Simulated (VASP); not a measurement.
Level of theory: PBEsol GGA, VASP's PBE PAW potentials (set 64) (plane waves; VASP).

The input files of a VASP run:

### INCAR
```
ALGO=Normal   ! blocked Davidson
IBRION=2
ISMEAR=0   ! Gaussian
GGA=PS
SYSTEM=PbS
LWAVE=F
EDIFF=1E-6
LMAXMIX=4
ENCUT=500   ! plane-wave cut-off (eV)
NSW=40
SIGMA=0.05
PREC=Accurate
LCHARG=F
LASPH=T
ISIF=3
EDIFFG=-0.02
NELM=100
PSTRESS=450   ! kbar
LREAL=F
```

File KPOINTS:
```
Automatic mesh
0
Gamma
9 9 9
0 0 0
```

### POSCAR
```
PbS
1.0
  0.0000000000   2.6883186845   2.6883186845
  2.6883186845   0.0000000000   2.6883186845
  2.6883186845   2.6883186845   0.0000000000
Pb S
1 1
Cart
  0.0000000000   0.0000000000   0.0000000000
  2.6883186845   2.6883186845   2.6883186845
```

POTCAR, in this order: Pb_d S (PBE.64 set). Program: vasp_std.

Energy and stress use the plane-wave basis of the starting cell.

Question: Estimate the energy per atom (σ→0), volume per atom.

Answer: 
| Property | Result |
|---|---|
| energy per atom (σ→0) | -3.922 eV/atom |
| volume per atom | 17.96 Å³/atom |

### OSZICAR
```
...
       N       E                     dE             d eps       ncg     rms          rms(c)
DAV:   1    -0.784531319825E+01    0.15289E-01   -0.13563E-02  1268   0.265E+00    0.154E-01
DAV:   2    -0.784492948755E+01    0.38371E-03   -0.81751E-04  1214   0.710E-01    0.452E-02
DAV:   3    -0.784486744953E+01    0.62038E-04   -0.25070E-04  1220   0.368E-01    0.773E-03
DAV:   4    -0.784486910484E+01   -0.16553E-05   -0.77276E-06  1004   0.294E-02    0.440E-03
DAV:   5    -0.784487042262E+01   -0.13178E-05   -0.62738E-07   670   0.155E-02    0.113E-03
DAV:   6    -0.784487070551E+01   -0.28289E-06   -0.30059E-07   508   0.718E-03
   5 F= 0.22442690E+01 E0= 0.22442699E+01  d E =-.141365E+00
```

The structure was generated: PbS was put into the rock salt type (Fm-3m), which need not be its known phase. This run relaxes it under an external pressure of 45 GPa. Symmetry was kept, so distortions that lower it aren't found.
